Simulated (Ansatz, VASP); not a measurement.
# Ge (Germanium) in two plane-wave programs, part 2 of 2

Aim: how closely do two programs agree when they are given the same cell, functional and k mesh? The cell is taken from a series of runs on this material, whose earlier steps may have relaxed, scaled, displaced or heated it; both programs get it as it stands.

VASP 6.6.1 and Ansatz 0.2.0.

So far: The starting structure; VASP: zone-centre phonons, LDA.

## 2. VASP: zone-centre phonons, LDA (continued)

Level of this step: LDA; plane waves and PAW (Ge_d) (VASP).

Numbers of over 12 decimals in the logs are rounded to 6 here.

From OUTCAR (step 2):

```text
ion  position               nearest neighbor table
   1  0.500  0.500  0.500-   2 2.40   2 2.40   2 2.40   2 2.41
   2  0.750  0.750  0.750-   1 2.40   1 2.40   1 2.40   1 2.41

  LATTYP: Found a body centered tetragonal cell.
 ALAT       =     3.8557406955
 C/A-ratio  =     1.4911320810

 Subroutine GETGRP returns: Found  4 space group operations
 (whereof  2 operations were pure point group operations)

The static configuration has the point symmetry C_1h.
 The point group associated with its full space group is C_2h.

   k-points           NKPTS =   1728   k-points in BZ     NKDIM =   1728   number of bands    NBANDS=     20

   dimension x,y,z NGX =    30 NGY =   30 NGZ =   28
   dimension x,y,z NGXF=    60 NGYF=   60 NGZF=   56

   ENCUT  =  500.0 eV  36.75 Ry    6.06 a.u.   7.22  7.22  7.03*2*pi/ulx,y,z

   NELECT =      28.0000    total number of electrons

 k-points in reciprocal lattice and weights: Points of the shifted mesh
   0.04166667  0.04166667  0.04166667       0.001
   0.04166667  0.04166667  0.12500000       0.001
   0.04166667  0.04166667  0.20833333       0.001
   0.04166667  0.04166667  0.29166667       0.001
   0.04166667  0.04166667  0.37500000       0.001
   0.04166667  0.04166667  0.45833333       0.001
   0.04166667  0.04166667  0.54166667       0.001
   0.04166667  0.04166667  0.62500000       0.001
   0.04166667  0.04166667  0.70833333       0.001
[...]
0.95833333  0.95833333  0.87500000       0.001
   0.95833333  0.95833333  0.95833333       0.001

 average (electrostatic) potential at core
       1 -74.8932       2 -74.8932

  Total        1.2327096      1.2327096      0.0311731     -0.0038580     -0.0018737     -0.0018738
  in kB       46.2127480     46.2127480      1.1686397     -0.1446318     -0.0702420     -0.0702448
  external PRESSURE =      31.1980452 kB  Pullay stress =       0.0000000 kB

  energy-cutoff  :      500.00
  volume of cell :       42.74
      direct lattice vectors                 reciprocal lattice vectors
     0.000000000  2.726420392  2.874709323    -0.183390647  0.183390647  0.173930629
     2.726420392  0.000000000  2.874709323     0.183390647 -0.183390647  0.173930629
     2.726420392  2.726420392  0.000000000     0.183390647  0.183390647 -0.173930629

 POSITION                                       TOTAL-FORCE (eV/Angst)
 -----------------------------------------------------------------------------------
      2.72634      2.72634      2.87455         0.000143      0.000143      0.000249
      4.08971      4.08971      4.31222        -0.000143     -0.000143     -0.000249
 -----------------------------------------------------------------------------------
    total drift:                                0.000000      0.000000     -0.000000

 Eigenvectors and eigenvalues of the dynamical matrix
 ----------------------------------------------------

   1 f  =    9.271198 THz    58.252653 2PiTHz  309.253866 cm-1    38.342575 meV
             X         Y         Z           dx          dy          dz
      2.726343  2.726343  2.874550    -0.016815   -0.016815    0.706707
      4.089708  4.089708  4.312223     0.016815    0.016815   -0.706707

   2 f  =    9.154076 THz    57.516756 2PiTHz  305.347109 cm-1    37.858199 meV
             X         Y         Z           dx          dy          dz
      2.726343  2.726343  2.874550    -0.499717   -0.499717   -0.023780
      4.089708  4.089708  4.312223     0.499717    0.499717    0.023780

   3 f  =    9.148026 THz    57.478741 2PiTHz  305.145295 cm-1    37.833178 meV
             X         Y         Z           dx          dy          dz
      2.726343  2.726343  2.874550     0.500000   -0.500000    0.000000
      4.089708  4.089708  4.312223    -0.500000    0.500000   -0.000000

   4 f  =    0.000000 THz     0.000001 2PiTHz    0.000006 cm-1     0.000001 meV
             X         Y         Z           dx          dy          dz
      2.726343  2.726343  2.874550     0.022118    0.216053    0.672928
      4.089708  4.089708  4.312223     0.022118    0.216053    0.672928

   5 f  =    0.000000 THz     0.000000 2PiTHz    0.000002 cm-1     0.000000 meV
             X         Y         Z           dx          dy          dz
      2.726343  2.726343  2.874550     0.698756    0.094356   -0.053261
      4.089708  4.089708  4.312223     0.698756    0.094356   -0.053261

   6 f/i=    0.000000 THz     0.000001 2PiTHz    0.000004 cm-1     0.000001 meV
             X         Y         Z           dx          dy          dz
      2.726343  2.726343  2.874550    -0.106069    0.666647   -0.210550
      4.089708  4.089708  4.312223    -0.106069    0.666647   -0.210550

 ELASTIC MODULI CONTR FROM IONIC RELAXATION (kBar)
 Direction    XX          YY          ZZ          XY          YZ          ZX
 --------------------------------------------------------------------------------
 XX          -0.0048     -0.0027     -0.0065      0.7228      1.0085      0.1682
 YY          -0.0027     -0.0048     -0.0065      0.6008      0.2242      1.0737
 ZZ          -0.0065     -0.0065     -0.0211      2.4831      0.0984      0.4184
 XY           0.7228      0.6008      2.4831   -300.9376     -1.0363      4.4689
 YZ           1.0085      0.2242      0.0984     -1.0363   -339.4300      1.1056
 ZX           0.1682      1.0737      0.4184      4.4689      1.1056   -338.1637
 --------------------------------------------------------------------------------
```

## 3. Ansatz: zone-centre phonons, LDA

Ansatz runs on its PAW soft_1 files.

The same cell, functional (in two slightly different forms), mesh and smearing now go to Ansatz, which takes its cutoff from its data sets.

Contents of input.yaml:

```yaml
crystal:
  lattice:
    - [0.0, 2.7264203923, 2.8747093235]
    - [2.7264203923, 0.0, 2.8747093235]
    - [2.7264203923, 2.7264203923, 0.0]
  atoms:
    - { symbol: Ge, position: [0.4999723599, 0.4999723599, 0.4999991143] }
    - { symbol: Ge, position: [0.7500276401, 0.7500276401, 0.7500008857] }
kpoints:
  mp_grid: { grid: [12, 12, 12], shift: [0.5, 0.5, 0.5] }
hamiltonian:
  xc: lda
  pseudopotentials: { kind: paw, azcp: { folder: soft_1 }, xc_functional: pbe }
scf:
  occupations: { method: gaussian, width: 0.015 }
output:
  eigenvalues: true
phonons:
  method: dfpt
```

Command:

```sh
$ ansatz run input.yaml --threads 4 --pin off --max-ram 10240MiB --backend cpu --events-out ev --progress --plain --runs-dir out
```

Output:

```text
Engine: ansatz 0.2.0, aarch64-unknown-linux-gnu
Pseudopotentials: kind: paw
Pseudopotential: Ge, paw, valence charge 14, recommended cutoff 420 eV (normal), soft_1/Ge.paw.azcp
Functional definition: SPW92
  exchange = slater_x
  correlation = pw_c
Crystal: 2 atoms, lattice volume = 42.738 Å³
Basis set: ecut = 420 eV, 869 PW (Γ), exchange–correlation on 64×64×64 points (8 copies of the dense FFT grid, shifted against one another)
Bands: 18, of which v1, the nominal top of the filled ones, is band 14 counted from 1 (13 counted from 0)
Symmetry: 4 space group operations
k-points: 864 of 1728 (irreducible under 1 space group operation, time reversal used)
Non-local potential: Ge, projectors of the file, l = 0: 2, l = 1: 2, l = 2: 3, l = 3: 1
PAW form: soft (Blöchl's): semilocal exchange-correlation on the pseudo side does not see the compensation charge
PAW frozen core: Ge, regenerated for the run's functional, and the local potential with it (the file was generated under x = pbe(κ = 0.804, μ = 0.219515), c = pbe(β = 0.066725))
PAW one-centre angular grid: Ge, 590 points (default); XC on 64 Gauss nodes
Initial density: superposition of atomic densities (chi_scale 0.1, normalization cell)
Initial wavefunctions: pseudopotential atomic-orbital guess
Functional: x = slater, c = lda
SCF iter   1: F=—  HF=-8431.566441 eV  |F-HF|=—  |Δ(HF+E_count)|=         —  Δρ=3.72e-2  dr2=5.40e-1  ethr=3.10e-3  ⟨swp⟩=6.0  Hψ=74059  notcnv=0
preconditioner: auto → none  [insulator: Δε(μ)=0.218 eV  Ē_g=23.657 eV  σ=0.015 eV  W_gap=1.00  n_scr=14 (ndim 8)  ℏωp=30.1 eV  f_vac=0.000  D(μ)=0.00/eV (n_scr^D=0)  ε∞_Penn≈2.6]
SCF iter   2: F=—  HF=-8431.434868 eV  |F-HF|=—  |Δ(HF+E_count)|=   1.32e-1  Δρ=1.68e-2  dr2=8.70e-2  ethr=1.93e-3  ⟨swp⟩=2.0  Hψ=25920  notcnv=0
SCF iter   3: F=—  HF=-8431.419339 eV  |F-HF|=—  |Δ(HF+E_count)|=   1.55e-2  Δρ=2.62e-3  dr2=7.63e-4  ethr=3.11e-4  ⟨swp⟩=2.0  Hψ=22495  notcnv=0
SCF iter   4: F=—  HF=-8431.419337 eV  |F-HF|=—  |Δ(HF+E_count)|=   2.16e-6  Δρ=4.58e-4  dr2=7.65e-5  ethr=2.72e-6  ⟨swp⟩=2.0  Hψ=31085  notcnv=0
SCF iter   5: F=—  HF=-8431.419158 eV  |F-HF|=—  |Δ(HF+E_count)|=   1.79e-4  Δρ=5.39e-5  dr2=6.87e-7  ethr=2.73e-7  ⟨swp⟩=2.0  Hψ=30870  notcnv=0
SCF iter   6: F=—  HF=-8431.419155 eV  |F-HF|=—  |Δ(HF+E_count)|=   3.03e-6  Δρ=3.12e-5  dr2=2.11e-7  ethr=2.45e-9  ⟨swp⟩=2.0  Hψ=27648  notcnv=0
SCF iter   7: F=—  HF=-8431.419155 eV  |F-HF|=—  |Δ(HF+E_count)|=   1.76e-7  Δρ=3.50e-6  dr2=2.30e-9  ethr=7.54e-10  ⟨swp⟩=2.0  Hψ=25917  notcnv=0
SCF iter   8: F=-8431.419155 eV  HF=-8431.419155 eV  |F-HF|=1.09e-11  |Δ(HF+E_count)|=   2.26e-9  Δρ=1.30e-7  dr2=4.66e-12  ethr=1.00e-12  ⟨swp⟩=4.1  Hψ=83060  notcnv=0
SCF 1 converged in 8 iterations: F = -8431.419155 eV  dr2 = 4.66e-12
  greatest PAW one-centre occupation: 0.998 electrons in one spin orbital (limit 2), on the Ge atom at site 1 (counted from 0), in its partial waves of l = 2
DFPT response loops at Γ: preconditioner auto → Kerker (q_TF=auto, 2.543 Å⁻¹) (partly filled bands, converged f_vac=0.044); β = 1.00, the filter's whole step (`scf.mixing.beta` (0.50) is not read by the response loops under this deck's `scf.mixing.preconditioner`; to damp them name `kerker` or `kerker_dos`, under which they read `scf.mixing.beta`, and type it under 1.00, their step now; both keys bind the ground state too); Broyden in place of MSR1
SCF converged after 8 iterations
Free energy (F): -8431.419155 eV
Harris-Foulkes:  -8431.419155 eV  (|F-HF|=1.09e-11)
Internal energy: -8431.419155 eV  (E = F + TS)
E sigma→0 (E₀):  -8431.419155 eV
Entropy (-TS):   -0.000000 eV (-0.000 meV/atom)
Fermi energy:    9.157597 eV
--- Per-component energies (eV) ---
  E_band       = -292.287580
  E_kinetic    = 188.276044
  E_local      = -4425.400518  (includes V_loc(G=0)·N_el)
  E_nonlocal   = 442.598203
  E_hartree    = 2113.025887
  E_xc         = -143.735176
  E_vxc        = -132.432189  (∫ρ·V_xc dr)
  E_paw        = -3869.472059  (= ΣΔE_a)
  E_vpaw       = -591.381061  (= ΣTr[D̂ρ^β])
  E_aug_tail   = 0.000039  (compensation charges beyond the density's cutoff)
  E_ewald      = -2740.528227
  E_core_change = 3.816653  (= ΣΔE_core)
  E_smearing   = -0.000000  (= −TS)
  E_closure    = 0.000000  (closes the sum)
  Σ components = -8431.419155   (vs F -8431.419155, Δ=0.00e0)
--- Band table (eV; the first three rows and the last of 864) ---
  k-point 0: bands = [... 10 lower, -4.2242, 8.3092, 8.8574, 9.1166, 9.8402, 11.5604, 11.5642, 11.8397]
  k-point 1: bands = [... 10 lower, -4.1015, 7.1780, 8.2331, 9.0549, 10.3939, 11.6839, 11.6934, 12.6706]
  k-point 2: bands = [... 10 lower, -3.8043, 5.4903, 7.7967, 8.7381, 10.2292, 12.1654, 12.3498, 13.7974]
  k-point 863: bands = [... 10 lower, -2.0015, 1.1151, 7.1555, 7.5823, 9.4425, 12.7193, 12.9055, 16.1751]
--- Phonons (Γ-DFPT): 2 representative perturbations + reference, on 864 of 1728 k-points (Σ response iterations 6) ---
  k mesh reduced under 1 symmetry operation, with k and −k counted as one. Each operation leaves every solved perturbation unchanged. A smaller set is not used because it would not reduce the number of displacements times k-points to solve
  ASR residual: 3.425e-5 → 0.000e0 eV/Å²; symmetrization residual: 1.611e-6 eV/Å²
  ASR residual per site (eV/Å²): 3.43e-5 3.43e-5
  Γ frequencies (cm⁻¹): 0.00 0.00 0.00 303.68 303.81 307.93
  non-analytic LO–TO correction: not included (Born effective charges unavailable; polar crystals: no LO–TO splitting at Γ)
```

## 4. Side by side

Known differences besides the potentials themselves: the two LDA forms differ slightly; the cutoff is 420 eV in Ansatz and 500 eV in VASP; VASP's log shows a relativistic correction to its local exchange, Ansatz's none. Total energies have different zeros and are not compared.

Both answers:

```tsv
quantity	Ansatz	VASP	difference
optical mode 1 (cm⁻¹)	303.7	305.1	-0.48 %
optical mode 2 (cm⁻¹)	303.8	305.3	-0.50 %
optical mode 3 (cm⁻¹)	307.9	309.3	-0.43 %
```

Modes are paired by rising frequency, not by their patterns, so a pair may set unlike modes beside each other; they are those without the splitting of longitudinal modes.

## 5. What came out

* r.m.s. difference of the optical zone-centre modes, each program's sorted by frequency (zone-centre phonons, LDA): 1.4 cm⁻¹
* difference in optical mode 2 (zone-centre phonons, LDA): -0.5 %

What this shows: The r.m.s. difference of the optical zone-centre modes, each program's sorted by frequency is 1.4 cm⁻¹ (zone-centre phonons, LDA). Among the rows given in per cent, the largest difference of the zone-centre phonons, LDA pair is in optical mode 2, -0.5 %. Such differences can come from data sets, numerical settings and the points named under the comparisons, not from the functional's error against experiment.

[Lines on the potential files, build, host, timing and source positions are cut from VASP's logs without a mark.]

[Logs are printed without paths, hosts, clocks, repeated set-up lines and the standing remarks that a program may print on its own settings, such as how far it seeks lower states.]

[Hosts, paths, dates, database ids (printed as entryN), source tags and the programs' standing remarks are cut or masked in the printed files.]
